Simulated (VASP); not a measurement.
Sc3As under changes of volume

One of the cells (20.541 Å³/atom); the others are scaled copies at fixed shape and fractional positions:

```xyz
8
Lattice="6.1871 0.0000 0.0000 -3.0936 5.3582 0.0000 0.0000 0.0000 4.9568" Properties=species:S:1:pos:R:3 pbc="T T T"
As    0.0000    3.5721    3.7176
As    3.0936    1.7861    1.2392
Sc    0.0000    1.8342    1.2392
Sc   -1.5051    4.4411    1.2392
Sc    1.5051    4.4411    1.2392
Sc    3.0936    3.5240    3.7176
Sc    4.5987    0.9171    3.7176
Sc    1.5885    0.9171    3.7176
```

The cell comes from a database or a generator and needn't be the stable form of this composition.

```yaml
Program: VASP 6.6.1
Functional: PBE
Potentials_or_basis: VASP PAW PBE potentials, release 64 (As, Sc_sv)
Cutoff: 520 eV
k_mesh: 5 × 5 × 6
Occupations: fermi-dirac, width 0.05 eV
Spin: no spin polarisation
```

| volume (Å³/atom) | energy over the lowest point (meV/atom) | pressure (GPa) | largest force (eV/Å) |
| --- | --- | --- | --- |
| 18.930 | 20.10 | 5.4 | 0.021 |
| 19.333 | 8.71 | 3.5 | 0.011 |
| 19.735 | 1.85 | 1.8 | 0.002 |
| 20.541 | 0.00 | -1.1 | 0.014 |
| 20.944 | 4.26 | -2.4 | 0.022 |
| 21.346 | ? | ? | ? |

What does the run at 21.346 Å³/atom give?

Energy over the lowest point 11.54 meV/atom; pressure -3.5 GPa; largest force 0.030 eV/Å.

Worked out: A Birch-Murnaghan fit of order 3 (a polynomial in V^(-2/3)) to the other rows has its minimum at 20.23 Å³/atom with B0 = V·E''(V) = 72 GPa and B' = 4.1 at fixed shape and positions, which overstates the stiffness. It gives 11.53 meV/atom at 21.346 Å³/atom, against the run's 11.54, and -dE/dV = -3.5 GPa, against -3.5.

Energies are extrapolated to zero smearing.
